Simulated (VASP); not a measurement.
Input for VASP

### POSCAR
```
OsO2
5.1533440
  0.2475022044   0.1428955645   0.9582919363
 -0.2475022044   0.1428955645   0.9582919363
  0.0000000000  -0.2857909350   0.9582919363
Os O
1 2
direct
 -0.0228390000  -0.0109800000   0.0189820000
  0.7702780000   0.7684010000   0.7275810000
  0.5858610000   0.5758790000   0.5867370000
```

**INCAR**
```
SYSTEM = OsO2
PREC = Accurate
ENCUT = 400
EDIFF = 1E-6
NELM = 100
ALGO = Normal
LREAL = .FALSE.
LASPH = .TRUE.
ISMEAR = 0
SIGMA = 0.1
GGA = PE
LMAXMIX = 6
LWAVE = .FALSE.
LCHARG = .FALSE.
ISIF = 2
```

**KPOINTS**
```
Automatic mesh
0
Gamma
8 8 8
0 0 0
```

POTCAR, in this order: Os O (PBE.64 set). Program: vasp_std.

Q: Translate this PBE calculation to Quantum ESPRESSO's pw.x.

A: One equivalent input (not run):
```
&CONTROL
  calculation = 'scf'
  pseudo_dir = './pseudo'
  outdir = './out'
  tprnfor = .true.
  tstress = .true.
/
&SYSTEM
  ibrav = 0
  nat = 3
  ntyp = 2
  ecutwfc = 84
  occupations = 'smearing'
  smearing = 'gaussian'
  degauss = 0.00735
  input_dft = 'pbe'
/
&ELECTRONS
  conv_thr = 7.3e-08
  electron_maxstep = 100
/
ATOMIC_SPECIES
  Os 190.230 Os.upf
  O 15.999 O.upf
CELL_PARAMETERS angstrom
     1.2754640    0.7363900    4.9384080
    -1.2754640    0.7363900    4.9384080
     0.0000000   -1.4727790    4.9384080
ATOMIC_POSITIONS crystal
  Os  -0.0228390 -0.0109800  0.0189820
  O    0.7702780  0.7684010  0.7275810
  O    0.5858610  0.5758790  0.5867370
K_POINTS automatic
  8 8 8 0 0 0
```
What does not carry over: the potentials are each code's own (VASP's PAW set, PseudoDojo norm-conserving files in pw.x), so ENCUT and ecutwfc are chosen apart and not converted; conv_thr bounds pw.x's estimated SCF error, while EDIFF bounds the energy change between steps.

The structure was generated: OsO2 was put into an ordered model structure, which need not be its known phase. The cell was not relaxed at this level, atoms are displaced from their ideal sites. The k-mesh is coarse (spacing up to 0.36 per Å, 2π included), so the numbers may not be converged in it. The run is one of a series of settings (KPOINTS 8×8×8 Γ-centred mesh against the base run), some of them coarse on purpose.
